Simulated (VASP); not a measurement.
Crystal: SnO.

```xyz
4
Lattice="3.8020 0.0000 0.0000 0.0000 3.8020 0.0000 0.0000 0.0000 4.8360" Properties=species:S:1:pos:R:3 pbc="T T T"
Sn    0.0000    1.9010    1.1534
Sn    1.9010    0.0000    3.6826
O     0.0000    0.0000    0.0000
O     1.9010    1.9010    0.0000
```

```yaml
Program: VASP 6.6.1
Task: relaxation of cell and atoms
Functional: PBE
Dispersion: D3(BJ)
Potentials_or_basis: VASP PAW PBE potentials, release 64 (Sn_d, O)
Cutoff: 520 eV
k_mesh: 8 × 8 × 6
Occupations: gaussian, width 0.02 eV
Spin: no spin polarisation
```

At the start: pressure 2.3 GPa; volume 17.48 Å³/atom.

Task: How do energy, volume and symmetry change on relaxing?

Result: Over 20 steps the energy falls by 4.6 meV/atom and the volume is 17.43 Å³/atom (-0.2 %); space group P4/nmm (No. 129, to 0.05 Å).

Step by step:
```tsv
step	energy change (eV)	largest force (eV/Å)	pressure (GPa)	volume (Å³)
1	0.0000	0.4459	2.29	69.91
2	-0.0004	0.4032	-2.32	72.46
3	-0.0141	0.0065	-0.15	71.17
4	-0.0141	0.0156	-0.05	71.14
5	-0.0152	0.0349	-0.09	71.08
6	-0.0162	0.0685	-0.12	70.98
7	-0.0155	0.1345	-0.15	70.76
8	-0.0164	0.0902	-0.13	70.91
9	-0.0173	0.0413	-0.19	70.68
10	-0.0178	0.0075	-0.29	70.41
11	-0.0179	0.0265	-0.38	70.28
12	-0.0184	0.0333	0.04	69.76
13	-0.0184	0.0316	0.06	69.76
14	-0.0184	0.0109	0.07	69.66
15	-0.0184	0.0101	0.07	69.65
16	-0.0184	0.0044	-0.02	69.73
17	-0.0185	0.0012	0.02	69.71
18	-0.0185	0.0034	0.00	69.72
19	-0.0185	0.0018	-0.04	69.73
20	-0.0185	0.0008	0.00	69.73
```

Final structure:
```
Sn O
1.0
     3.83554    0.00000    0.00000
     0.00000    3.83554    0.00000
     0.00000    0.00000    4.74010
Sn O
2 2
Direct
  0.00000 0.50000 0.24546
  0.50000 0.00000 0.75454
  0.00000 0.00000 0.00000
  0.50000 0.50000 0.00000
```

Caveat: pairwise dispersion overbinds metals, which lowers pressure and volume.
